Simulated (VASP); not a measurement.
Given:

```yaml
crystal:
  lattice:
    - [0.00000, 2.49889, 2.49889]
    - [2.49889, 0.00000, 2.49889]
    - [2.49889, 2.49889, 0.00000]
  atoms:
    - { symbol: Ca, position: [0.00000, 0.00000, 0.00000] }
    - { symbol: F, position: [0.25000, 0.25000, 0.25000] }
    - { symbol: F, position: [0.75000, 0.75000, 0.75000] }
```

These are PBE GGA, VASP's PBE PAW potentials (set 64) (plane waves; VASP 6.6.1) values and carry that method's errors. Settings: 620 eV cut-off, 8×8×8 Γ-centred mesh, Gaussian smearing of 0.050 eV, potentials Ca_sv F.

Problem. Predict the energy per atom (σ→0), pressure, band gap (on the k-mesh) with the smallest direct gap where there is one.

Solution. 
```json
{
  "band gap (on the k-mesh)": "8.82 eV",
  "smallest direct gap (on the k-mesh)": "8.82 eV",
  "energy per atom (σ→0)": "-5388 meV/atom",
  "pressure": "45.05 GPa"
}
```

Total energies compare only between runs with the same potentials, cut-off and functional.

The compound is CaF2 in the fluorite structure. It was relaxed first under an external pressure of 45 GPa.
